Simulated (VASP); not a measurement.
A VASP calculation is set up with these files.

**POSCAR**
```
CoGa
1.0
  2.7644220405   0.0000000000   0.0000000000
  0.0000000000   2.7644220405   0.0000000000
  0.0000000000   0.0000000000   2.7644220405
Ga Co
1 1
Cart
  1.3822110202   1.3822110202   1.3822110202
  0.0000000000   0.0000000000   0.0000000000
```

KPOINTS:
```
Automatic mesh
0
Gamma
13 13 13
0 0 0
```

### INCAR
```
# general
SYSTEM  = CoGa
PREC    = Accurate
ENCUT   = 500
LREAL   = .FALSE.
LASPH   = .TRUE.

# electronic loop
EDIFF   = 1E-6
NELM    = 100
ALGO    = Normal
LMAXMIX = 4

# smearing
ISMEAR  = 1
SIGMA   = 0.1

# functional
GGA     = PS

# ions
IBRION  = 2
NSW     = 40
ISIF    = 3
EDIFFG  = -0.02
PSTRESS = 200

# output
LWAVE   = .FALSE.
LCHARG  = .FALSE.
```

POTCAR, in this order: Ga_d Co (PBE.64 set). Program: vasp_std.

Problem. Write an equivalent input for Ansatz.

Solution. One equivalent input (not run):
Ansatz 0.2 input:
```yaml
crystal:
  lattice:
    - [2.7644220, 0.0000000, 0.0000000]
    - [0.0000000, 2.7644220, 0.0000000]
    - [0.0000000, 0.0000000, 2.7644220]
  atoms:
    - { symbol: Ga, position: [0.5000000, 0.5000000, 0.5000000] }
    - { symbol: Co, position: [0.0000000, 0.0000000, 0.0000000] }
kpoints:
  mp_grid: { grid: [13, 13, 13] }
hamiltonian:
  xc: pbesol
  pseudopotentials: { kind: paw }
scf:
  occupations: { method: methfessel_paxton, width: 0.1 }
  max_iter: 100
relax:
  max_steps: 40
  f_tol: 0.02
  cell: { p_target: 20 }
output: { forces: true, stress: true, eigenvalues: true }
```
Limits of the translation: each code has its own PAW files, so the cut-off isn't converted (ENCUT is set for VASP's; basis.ecutwfc is left out, and Ansatz then takes the one that its files recommend); Ansatz stops its SCF on the density residual and VASP on the energy change (EDIFF).

The compound is CoGa in the CsCl type structure. It was relaxed first under an external pressure of 20 GPa.
